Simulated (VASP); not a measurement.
Input for VASP

**KPOINTS**
```
Automatic mesh
0
Gamma
10 10 10
0 0 0
```

File POSCAR:
```
CdTe
1
    3.7071475053     0.0000000000     0.0000000000
    0.0000000000     3.7071475053     0.0000000000
   -0.0000000000    -0.0000000000     3.7071475053
Cd Te
1 1
Direct
  0.0000000000   0.0000000000   0.0000000000
  0.5000000000   0.5000000000   0.5000000000
```

**INCAR**
```
ALGO=Normal
EDIFF=1E-6
EDIFFG=-0.02
ENCUT=500
GGA=PS
IBRION=2
ISIF=3
ISMEAR=1
LASPH=.TRUE.
LCHARG=.FALSE.
LMAXMIX=4
LREAL=.FALSE.
LWAVE=.FALSE.
NELM=100
NSW=40
PREC=Accurate
SIGMA=0.1
SYSTEM=CdTe
```

POTCAR, in this order: Cd Te (PBE.64 set). Program: vasp_std.

Write an equivalent input for Ansatz.

One equivalent input (not run):
Ansatz 0.2 input:
```yaml
crystal:
  lattice:
    - [3.7071475, 0.0000000, 0.0000000]
    - [0.0000000, 3.7071475, 0.0000000]
    - [0.0000000, 0.0000000, 3.7071475]
  atoms:
    - { symbol: Cd, position: [0.0000000, 0.0000000, 0.0000000] }
    - { symbol: Te, position: [0.5000000, 0.5000000, 0.5000000] }
kpoints:
  mp_grid: { grid: [10, 10, 10] }
hamiltonian:
  xc: pbesol
  pseudopotentials: { kind: paw }
scf:
  occupations: { method: methfessel_paxton, width: 0.1 }
  max_iter: 100
relax:
  max_steps: 40
  f_tol: 0.02
  cell: {}
output: { forces: true, stress: true, eigenvalues: true }
```
What does not carry over: each code has its own PAW files, so the cut-off isn't converted (ENCUT is set for VASP's; basis.ecutwfc is left out, and Ansatz then takes the one that its files recommend); Ansatz stops its SCF on the density residual and VASP on the energy change (EDIFF).

The structure was generated: CdTe was put into the CsCl type type (Pm-3m), which need not be its known phase. It was relaxed first.
